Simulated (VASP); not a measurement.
## GW-BSE spectrum of BAs

Aim: the optical spectrum of BAs with the electron-hole interaction. The cell is of the zinc-blende type, one of the forms listed for this formula, which need not be the common one. The start is a cell from a database of measured crystal structures.

Calculated with VASP 6.6.1; BSE on G0W0 on PBE; plane waves and PAW (B_GW, As_GW), in the first sound run; inputs show where later runs differ.

## (1) The starting structure

The structure is cubic, space group F-43m (No. 216). The conventional cell has a = 4.777 Å, b = 4.777 Å, c = 4.777 Å, α = 90.00°, β = 90.00°, γ = 90.00°. B has 4 As at 2.07 Å nearest. Nearest to As lie 4 B at 2.07 Å. Farther neighbours are not listed.

Coordinates:

```cif
data_structure
_symmetry_space_group_name_H-M 'P 1'
_symmetry_Int_Tables_number 1
_cell_length_a 3.3778
_cell_length_b 3.3778
_cell_length_c 3.3778
_cell_angle_alpha 60.000
_cell_angle_beta 60.000
_cell_angle_gamma 60.000
_cell_volume 27.25
loop_
_atom_site_label
_atom_site_type_symbol
_atom_site_fract_x
_atom_site_fract_y
_atom_site_fract_z
_atom_site_occupancy
B1 B 0.00000 0.00000 0.00000 1
As2 As 0.25000 0.25000 0.25000 1
```

## (2) BSE, Tamm-Dancoff

The Bethe-Salpeter equation adds the screened attraction of electron and hole to the quasiparticle pairs; ANTIRES = 0 leaves out the coupling to antiresonant pairs.

Input file INCAR:

```
SYSTEM = BAs
PREC = Accurate
ENCUT = 340
ISMEAR = 0
SIGMA = 0.01
LREAL = .FALSE.
GGA = PE
NBANDS = 64
ALGO = BSE
NBANDSO = 4
NBANDSV = 4
OMEGAMAX = 25
NEDOS = 1000
CSHIFT = 0.1
PRECFOCK = Fast
LWAVE = .FALSE.
LCHARG = .FALSE.
ENCUTGW = 100
ANTIRES = 0
```

Input file POSCAR:

```
BAs
1.0
    0.0000000000      2.3885000000      2.3885000000
    2.3885000000      0.0000000000      2.3885000000
    2.3885000000      2.3885000000      0.0000000000
B As
1 1
Direct
    0.0000000000      0.0000000000      0.0000000000
    0.2500000000      0.2500000000      0.2500000000
```

Input file KPOINTS:

```
Automatic mesh
0
Gamma
8 8 8
0 0 0
```

The projector-augmented-wave data sets are B_GW and As_GW (PBE family, release 64).

Started as:

```console
> mpirun -np 8 vasp_std
```

The program printed:

```text
[banner, memory and clock lines left out]
running    8 mpi-ranks, on    1 nodes
 distrk:  each k-point on    8 cores,    1 groups
 distr:  one band on    1 cores,    8 groups

 POSCAR found type information on POSCAR B As
 POSCAR found :  2 types and       2 ions
|                                                                             |
|           W    W    AA    RRRRR   N    N  II  N    N   GGGG   !!!           |
|           W    W   A  A   R    R  NN   N  II  NN   N  G    G  !!!           |
|           W    W  A    A  R    R  N N  N  II  N N  N  G       !!!           |
|           W WW W  AAAAAA  RRRRR   N  N N  II  N  N N  G  GGG   !            |
|           WW  WW  A    A  R   R   N   NN  II  N   NN  G    G                |
|           W    W  A    A  R    R  N    N  II  N    N   GGGG   !!!           |
|                                                                             |
|     For optimal performance we recommend to set                             |
|       NCORE = 2 up to number-of-cores-per-socket                            |
|     NCORE specifies how many cores store one orbital (NPAR=cpu/NCORE).      |
|     This setting can greatly improve the performance of VASP for DFT.       |
|     The default, NCORE=1 might be grossly inefficient on modern             |
|     multi-core architectures or massively parallel machines. Do your        |
|     Unfortunately you need to use the default for GW and RPA                |
|     calculations (for HF NCORE is supported but not extensively tested      |
|     yet).                                                                   |
|                                                                             |

|                                                                             |
|           W    W    AA    RRRRR   N    N  II  N    N   GGGG   !!!           |
|           W    W   A  A   R    R  NN   N  II  NN   N  G    G  !!!           |
|           W    W  A    A  R    R  N N  N  II  N N  N  G       !!!           |
|           W WW W  AAAAAA  RRRRR   N  N N  II  N  N N  G  GGG   !            |
|           WW  WW  A    A  R   R   N   NN  II  N   NN  G    G                |
|           W    W  A    A  R    R  N    N  II  N    N   GGGG   !!!           |
|                                                                             |
|     The default for ENCUTGWSOFT is different in this version of VASP.       |
|     please manually set ENCUTGWSOFT =100 in the INCAR file.                 |
|                                                                             |

 LDA part: xc-table for (Slater+PW92), standard interpolation
 found WAVECAR, reading the header
 POSCAR, INCAR and KPOINTS ok, starting setup
 FFT: planning ... GRIDC
 FFT: planning ... GRID_SOFT
 FFT: planning ... GRID
 reading WAVECAR
 the WAVECAR file was read successfully
 initial charge from wavefunction
 available memory per node:     84.74 GB, setting MAXMEM to     86772

 The Fermi energy was updated, please check that it is located mid-gap
 values below the HOMO (VB) or above the LUMO (CB) will cause erroneous energies
 E-fermi :   6.6971

 the WAVEDER file was read successfully
 responsefunction array rank=      72

 min. memory requirement per mpi rank    100.1 MB, per node    801.1 MB

 Doing            0  frequencies on each core in blocks of            0
 Found all WFULLXXXX.tmp files
 reading now WFULL0001.tmp
 reading now WFULL0002.tmp
 reading now WFULL0003.tmp
 reading now WFULL0004.tmp
 reading now WFULL0005.tmp
 reading now WFULL0006.tmp
 reading now WFULL0007.tmp
 reading now WFULL0008.tmp
 reading now WFULL0009.tmp
 reading now WFULL0010.tmp
 reading now WFULL0011.tmp
 reading now WFULL0012.tmp
 reading now WFULL0013.tmp
 reading now WFULL0014.tmp
 reading now WFULL0015.tmp
 reading now WFULL0016.tmp
 reading now WFULL0017.tmp
 reading now WFULL0018.tmp
 reading now WFULL0019.tmp
 reading now WFULL0020.tmp
 reading now WFULL0021.tmp
 reading now WFULL0022.tmp
 reading now WFULL0023.tmp
 reading now WFULL0024.tmp
 reading now WFULL0025.tmp
 reading now WFULL0026.tmp
 reading now WFULL0027.tmp
 reading now WFULL0028.tmp
 reading now WFULL0029.tmp
 parallelization over k-points
 Using distributed matrix
 Using distributed eigensolver
 allocating two-electron 4 orbital integral table    4    4    4    4
 BSE setting up matrix
 available memory per node:     84.52 GB, setting MAXMEM to     86545
 Calculate matrix elements of the BSE Hamiltonian:
 Workload is divided into blocks of two-electron 4 orbital integrals computed in
  parallel.
 Each block/integral has dimensions  of (   4,   4,   4,   4) orbitals
 Total number of blocks/integrals:               131328
 Number of spins:                                     1
 Number of kpoints:                                 512
 Spin channel:                                        1
  Number of blocks of unoccupied bands:               1
  Number of blocks of occupied bands:                 1
 Number of rows/columns of blocks:                  512

                                                        Time (sec)
               Integrals                 Ranks       Real         CPU
  [         1 -       4096/    131328]     8         2.07        0.00
  [      4097 -       8192/    131328]     8         3.91        0.00
  [      8193 -      12288/    131328]     8         5.76        0.00
  [     12289 -      16384/    131328]     8         8.09        0.00
  [     16385 -      20480/    131328]     8        11.82        0.00
  [     20481 -      24576/    131328]     8        15.58        0.00
  [     24577 -      28672/    131328]     8        18.87        0.00
  [     28673 -      32768/    131328]     8        21.62        0.00
  [     32769 -      36864/    131328]     8        23.40        0.00
  [     36865 -      40960/    131328]     8        26.94        0.00
  [     40961 -      45056/    131328]     8        30.74        0.00
  [     45057 -      49152/    131328]     8        34.46        0.00
  [     49153 -      53248/    131328]     8        38.09        0.00
  [     53249 -      57344/    131328]     8        41.52        0.00
  [     57345 -      61440/    131328]     8        44.95        0.00
  [     61441 -      65536/    131328]     8        48.38        0.00
  [     65537 -      69632/    131328]     8        51.49        0.00
  [     69633 -      73728/    131328]     8        53.59        0.00
  [     73729 -      77824/    131328]     8        55.62        0.00
  [     77825 -      81920/    131328]     8        57.82        0.00
  [     81921 -      86016/    131328]     8        60.08        0.00
  [     86017 -      90112/    131328]     8        62.24        0.00
  [     90113 -      94208/    131328]     8        64.73        0.00
  [     94209 -      98304/    131328]     8        68.18        0.00
  [     98305 -     102400/    131328]     8        71.74        0.00
  [    102401 -     106496/    131328]     8        75.43        0.00
  [    106497 -     110592/    131328]     8        79.33        0.00
  [    110593 -     114688/    131328]     8        83.13        0.00
  [    114689 -     118784/    131328]     8        87.01        0.00
  [    118785 -     122880/    131328]     8        90.68        0.00
  [    122881 -     126976/    131328]     8        94.25        0.00
  [    126977 -     131072/    131328]     8        97.94        0.00
  [    131073 -     131328/    131328]     8        98.23        0.00

 BSE redistributing all elements
 BSE diagonalizing matrix PDSYEVX_ZHEEVX_DESC
 BSE calculating oscillator strength
```

The job ended after 3.4 min (8 MPI ranks of AMD EPYC 7R43, shared host; peak memory 5 GiB; 27 min of CPU time).

Lines that name or quote the potential files are left out of all logs, and their timing lines are given in words.

From OUTCAR (step 2):

```text
ion  position               nearest neighbor table
   1  0.000  0.000  0.000-   2 2.07   2 2.07   2 2.07   2 2.07
   2  0.250  0.250  0.250-   1 2.07   1 2.07   1 2.07   1 2.07

  LATTYP: Found a face centered cubic cell.
 ALAT       =     4.7770000000

 Subroutine GETGRP returns: Found 24 space group operations
 (whereof 24 operations were pure point group operations)

The static configuration has the point symmetry T_d .

 Found     29 irreducible k-points:

   k-points           NKPTS =     29   k-points in BZ     NKDIM =    512   number of bands    NBANDS=     64

   dimension x,y,z NGX =    20 NGY =   20 NGZ =   20
   dimension x,y,z NGXF=    40 NGYF=   40 NGZF=   40

   ENCUT  =  340.0 eV  24.99 Ry    5.00 a.u.   5.08  5.08  5.08*2*pi/ulx,y,z

   NELECT =       8.0000    total number of electrons

  energy-cutoff  :      340.00
  volume of cell :       27.25
      direct lattice vectors                 reciprocal lattice vectors
     0.000000000  2.388500000  2.388500000    -0.209336404  0.209336404  0.209336404
     2.388500000  0.000000000  2.388500000     0.209336404 -0.209336404  0.209336404
     2.388500000  2.388500000  0.000000000     0.209336404  0.209336404 -0.209336404

 k-points in reciprocal lattice and weights: Automatic mesh
   0.00000000  0.00000000  0.00000000       0.002
   0.12500000  0.00000000  0.00000000       0.016
   0.25000000  0.00000000  0.00000000       0.016
   0.37500000  0.00000000  0.00000000       0.016
   0.50000000  0.00000000  0.00000000       0.008
   0.12500000  0.12500000  0.00000000       0.012
   0.25000000  0.12500000  0.00000000       0.047
   0.37500000  0.12500000  0.00000000       0.047
   0.50000000  0.12500000  0.00000000       0.047
[...]
-0.37500000  0.50000000  0.12500000       0.023
  -0.25000000  0.50000000  0.25000000       0.012

 E-fermi :   6.6971
```

This step gave:

- lowest excitation: 3.851 eV
- direct gap less the lowest excitation: 0.1843 eV

The imaginary dielectric function, xx has structure finer than the step of the table below, so its rows give means over 0.5 eV, whole bins alone (the curve runs from 0 to 25 eV). Peaks (eV: height): 4.80: 41.1, 5.88: 43.1, 7.13: 11.3, 8.06: 10.9.

From 4 filled and 4 empty bands alone, without any pair above OMEGAMAX = 25 eV, so strength is missing wherever others contribute; lines are broadened by CSHIFT, which also makes the tail under the first line. Table of imaginary dielectric function, xx by photon energy; means over each step:

| photon energy (eV) | imaginary dielectric function, xx |
| --- | --- |
| 0.5 | 0.0321 |
| 1.0 | 0.0683 |
| 1.5 | 0.114 |
| 2.0 | 0.180 |
| 2.5 | 0.288 |
| 3.0 | 0.515 |
| 3.5 | 1.59 |
| 4.0 | 6.66 |
| 4.5 | 17.0 |
| 5.0 | 29.6 |
| 5.5 | 29.1 |
| 6.0 | 27.3 |
| 6.5 | 6.15 |
| 7.0 | 8.33 |
| 7.5 | 6.98 |
| 8.0 | 9.39 |
| 8.5 | 6.15 |
| 9.0 | 3.51 |
| 9.5 | 1.55 |
| 10.0 | 1.32 |
| 10.5 | 1.26 |
| 11.0 | 0.855 |
| 11.5 | 1.05 |
| 12.0 | 1.35 |
| 12.5 | 0.611 |
| 13.0 | 0.779 |
| 13.5 | 0.695 |
| 14.0 | 0.273 |
| 14.5 | 0.488 |
| 15.0 | 0.273 |
| 15.5 | 0.300 |
| 16.0 | 0.320 |
| 16.5 | 0.155 |
| 17.0 | 0.124 |
| 17.5 | 0.172 |
| 18.0 | 0.197 |
| 18.5 | 0.182 |
| 19.0 | 0.156 |
| 19.5 | 0.136 |
| 20.0 | 0.137 |
| 20.5 | 0.106 |
| 21.0 | 0.0716 |
| 21.5 | 0.111 |
| 22.0 | 0.0684 |
| 22.5 | 0.0483 |
| 23.0 | 0.0246 |
| 23.5 | 0.0149 |
| 24.0 | 0.00812 |
| 24.5 | 0.00687 |

Some of the lowest 40 states alone, with states under 2.5 meV apart joined, scaled to the strongest line shown. Exciton lines, with heights relative to the strongest:

| position (eV) | lines merged | oscillator strength |
| --- | --- | --- |
| 3.852 | 6 | 46 |
| 3.857 | 2 | 0.0 |
| 3.861 | 1 | 0.0 |
| 4.298 | 6 | 100 |
| 4.307 | 6 | 0.1 |
| 4.456 | 3 | 84 |
| 4.459 | 5 | 0.0 |
| 4.468 | 8 | 5.2 |

The lowest excitation lies at 3.851 eV, -184 meV against the direct gap of these orbitals. No second mesh in this session tests these energies, peaks and heights.

## (3) Without the electron-hole attraction

This step: BSE on G0W0 on PBE, without the electron-hole attraction; plane waves and PAW (B_GW, As_GW) (VASP 6.6.1).

LADDER = .FALSE. removes the attraction and keeps the local fields, which shows what the attraction does.

INCAR: that of step 2 with these lines changed.

```diff
@@ -19 +19,2 @@
 ANTIRES = 0
+LADDER = .FALSE.
```

POSCAR is that of step 2.

KPOINTS is that of step 2.

Started as:

```console
> mpirun -np 8 vasp_std
```

The program printed:

```text
[banner, memory and clock lines left out]
 LDA part: xc-table for (Slater+PW92), standard interpolation
 found WAVECAR, reading the header
 POSCAR, INCAR and KPOINTS ok, starting setup
 FFT: planning ... GRIDC
 FFT: planning ... GRID_SOFT
 FFT: planning ... GRID
 reading WAVECAR
 the WAVECAR file was read successfully
 initial charge from wavefunction
 available memory per node:     79.30 GB, setting MAXMEM to     81204

 Doing            0  frequencies on each core in blocks of            0
 parallelization over k-points
 Using distributed matrix
 Using distributed eigensolver
 allocating two-electron 4 orbital integral table    4    4    4    4
 BSE setting up matrix
 available memory per node:     79.13 GB, setting MAXMEM to     81026
 Calculate matrix elements of the BSE Hamiltonian:
 Workload is divided into blocks of two-electron 4 orbital integrals computed in
  parallel.
 Each block/integral has dimensions  of (   4,   4,   4,   4) orbitals
 Total number of blocks/integrals:               131328
 Number of spins:                                     1
 Number of kpoints:                                 512
 Spin channel:                                        1
  Number of blocks of unoccupied bands:               1
  Number of blocks of occupied bands:                 1
 Number of rows/columns of blocks:                  512

                                                        Time (sec)
               Integrals                 Ranks       Real         CPU
  [         1 -       4096/    131328]     8         1.15        0.00
  [      4097 -       8192/    131328]     8         2.31        0.00
  [      8193 -      12288/    131328]     8         3.74        0.00
  [     12289 -      16384/    131328]     8         5.12        0.00
  [     16385 -      20480/    131328]     8         6.38        0.00
  [     20481 -      24576/    131328]     8         7.60        0.00
  [     24577 -      28672/    131328]     8         8.79        0.00
  [     28673 -      32768/    131328]     8         9.97        0.00
  [     32769 -      36864/    131328]     8        11.15        0.00
  [     36865 -      40960/    131328]     8        12.32        0.00
  [     40961 -      45056/    131328]     8        13.54        0.00
  [     45057 -      49152/    131328]     8        14.72        0.00
  [     49153 -      53248/    131328]     8        15.91        0.00
  [     53249 -      57344/    131328]     8        17.09        0.00
  [     57345 -      61440/    131328]     8        18.22        0.00
  [     61441 -      65536/    131328]     8        19.33        0.00
  [     65537 -      69632/    131328]     8        20.51        0.00
  [     69633 -      73728/    131328]     8        21.70        0.00
  [     73729 -      77824/    131328]     8        23.03        0.00
  [     77825 -      81920/    131328]     8        24.26        0.00
  [     81921 -      86016/    131328]     8        25.44        0.00
  [     86017 -      90112/    131328]     8        26.58        0.00
  [     90113 -      94208/    131328]     8        27.87        0.00
  [     94209 -      98304/    131328]     8        29.07        0.00
  [     98305 -     102400/    131328]     8        30.35        0.00
  [    102401 -     106496/    131328]     8        31.70        0.00
  [    106497 -     110592/    131328]     8        33.02        0.00
  [    110593 -     114688/    131328]     8        34.21        0.00
  [    114689 -     118784/    131328]     8        35.46        0.00
  [    118785 -     122880/    131328]     8        36.80        0.00
  [    122881 -     126976/    131328]     8        38.11        0.00
  [    126977 -     131072/    131328]     8        39.54        0.00
  [    131073 -     131328/    131328]     8        39.70        0.00

[... 7 parts as in an earlier step ...]
```

Run time: 2.4 min. Hardware: 8 MPI ranks; peak memory 4.7 GiB; 19 min of CPU time.

OUTCAR, selected parts (step 3):

```text
The static configuration has the point symmetry T_d .

 Found     29 irreducible k-points:

   NELECT =       8.0000    total number of electrons

 E-fermi :   6.6971

[... 8 parts as in an earlier step ...]
```

This step gave:

| Property | Result |
| --- | --- |
| lowest excitation | 4.037 eV |

The imaginary dielectric function, xx has structure finer than the step of the table below, so its rows give means over 0.5 eV, whole bins alone (the curve runs from 0 to 25 eV). Peaks (eV: height): 5.26: 19.3, 6.31: 52.7, 7.43: 13.9, 8.71: 18.1.

From 4 filled and 4 empty bands alone, without any pair above OMEGAMAX = 25 eV, so strength is missing wherever others contribute; lines are broadened by CSHIFT, which also makes the tail under the first line. The imaginary dielectric function, xx by photon energy; means over each step:

| photon energy (eV) | imaginary dielectric function, xx |
| --- | --- |
| 0.5 | 0.0199 |
| 1.0 | 0.0418 |
| 1.5 | 0.0681 |
| 2.0 | 0.103 |
| 2.5 | 0.155 |
| 3.0 | 0.247 |
| 3.5 | 0.490 |
| 4.0 | 2.22 |
| 4.5 | 5.99 |
| 5.0 | 12.1 |
| 5.5 | 14.2 |
| 6.0 | 22.4 |
| 6.5 | 27.4 |
| 7.0 | 7.54 |
| 7.5 | 10.2 |
| 8.0 | 8.57 |
| 8.5 | 14.0 |
| 9.0 | 10.6 |
| 9.5 | 7.34 |
| 10.0 | 2.74 |
| 10.5 | 2.25 |
| 11.0 | 1.81 |
| 11.5 | 1.47 |
| 12.0 | 1.86 |
| 12.5 | 2.26 |
| 13.0 | 1.15 |
| 13.5 | 1.86 |
| 14.0 | 0.969 |
| 14.5 | 0.773 |
| 15.0 | 0.805 |
| 15.5 | 0.494 |
| 16.0 | 0.744 |
| 16.5 | 0.455 |
| 17.0 | 0.227 |
| 17.5 | 0.208 |
| 18.0 | 0.300 |
| 18.5 | 0.319 |
| 19.0 | 0.217 |
| 19.5 | 0.206 |
| 20.0 | 0.123 |
| 20.5 | 0.174 |
| 21.0 | 0.176 |
| 21.5 | 0.104 |
| 22.0 | 0.153 |
| 22.5 | 0.167 |
| 23.0 | 0.164 |
| 23.5 | 0.118 |
| 24.0 | 0.0291 |
| 24.5 | 0.0129 |

The lowest excitation lies at 4.037 eV, +185 meV against the Tamm-Dancoff singlet. No second mesh in this session tests these energies, peaks and heights.

[end of part 1 of 2]

[Lines on the potential files, build, host, timing and source positions are cut from VASP's logs without a mark.]

[Logs are printed without paths, hosts, clocks, repeated set-up lines and the standing remarks that a program may print on its own settings, such as how far it seeks lower states.]

[Hosts, paths, dates, database ids (printed as entryN), source tags and the programs' standing remarks are cut or masked in the printed files.]

[Pressures printed for these runs are not shown converged in the cutoff: they can be off by several GPa and have the wrong sign.]

[In band tables of VASP the shares of atoms and orbitals are scaled to a sum of 1 inside the atoms' spheres.]
